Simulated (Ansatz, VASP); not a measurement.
## Ti3Br: VASP beside Ansatz

The input INCAR:

```
PREC = Accurate
ENCUT = 520
EDIFF = 1E-6
ISMEAR = 0
SIGMA = 0.1
LREAL = False
LASPH = True
NELM = 150
ALGO = Normal
ISIF = 2
LWAVE = False
LCHARG = False
ISPIN = 2
MAGMOM = 1 1 1 0
LORBIT = 11
LMAXMIX = 4
GGA = PE
NBANDS = 34
```

Contents of KPOINTS:

```
Automatic mesh
0
Gamma
  4 4 4
```

POSCAR

```
Ti3Br
1.0
   -2.7188291800      2.7188291800      3.1734541800
    2.7188291800     -2.7188291800      3.1734541800
    2.7188291800      2.7188291800     -3.1734541800
Ti Br
3 1
Direct
    0.5000000000      0.0000000000      0.5000000000
    0.0000000000      0.5000000000      0.5000000000
    0.5000000000      0.5000000000      0.0000000000
    0.0000000000      0.0000000000      0.0000000000
```

Input for Ansatz:

```yaml
crystal:
  lattice:
    - [-2.71882918, 2.71882918, 3.17345418]
    - [2.71882918, -2.71882918, 3.17345418]
    - [2.71882918, 2.71882918, -3.17345418]
  atoms:
    - { symbol: Ti, position: [0.5, 0.0, 0.5], spin: 1.0 }
    - { symbol: Ti, position: [0.0, 0.5, 0.5], spin: 1.0 }
    - { symbol: Ti, position: [0.5, 0.5, 0.0], spin: 1.0 }
    - { symbol: Br, position: [0.0, 0.0, 0.0] }
basis:
  ecutwfc: 420
kpoints:
  mp_grid: { grid: [4, 4, 4] }
hamiltonian:
  xc: pbe
scf:
  occupations: { method: gaussian, width: 0.1 }
  lower_state_search: "off"
output:
  forces: true
  stress: true
  eigenvalues: true
  populations: true
magnetization:
  spin_polarized: true
```

Alike in both runs: task single point; functional PBE; k mesh 4 × 4 × 4; occupations gaussian, width 0.1 eV; collinear spin.

|  | VASP | Ansatz |
| --- | --- | --- |
| version | VASP 6.6.1 | Ansatz 0.2.0 |
| potentials or method | VASP PAW PBE potentials, release 64 (Ti_sv, Br) | scalar-relativistic, plane waves, PAW |
| plane-wave cutoff (eV) | 520 | 420 |
| valence electrons in the cell | 43 | 43 |

```csv
,VASP,Ansatz,Ansatz less VASP
gap on the k mesh at the Fermi level (eV),none,none,-
pressure (GPa),-8.5,-8.4,+0.02
largest component of the traceless stress (GPa),2.11,2.10,-0.008
net moment per atom (μB),0.02,0.01,-0.008
```

A gap of «none» marks a metal or a gap that the smearing closes. Ansatz warned: «seeded_moment_not_kept».

Caveats: the k mesh is coarse (spacing up to 0.41 Å⁻¹), so the values aren't converged; semilocal functionals often make such compounds metallic where correlation or magnetic order opens a gap, which also shifts bond lengths.
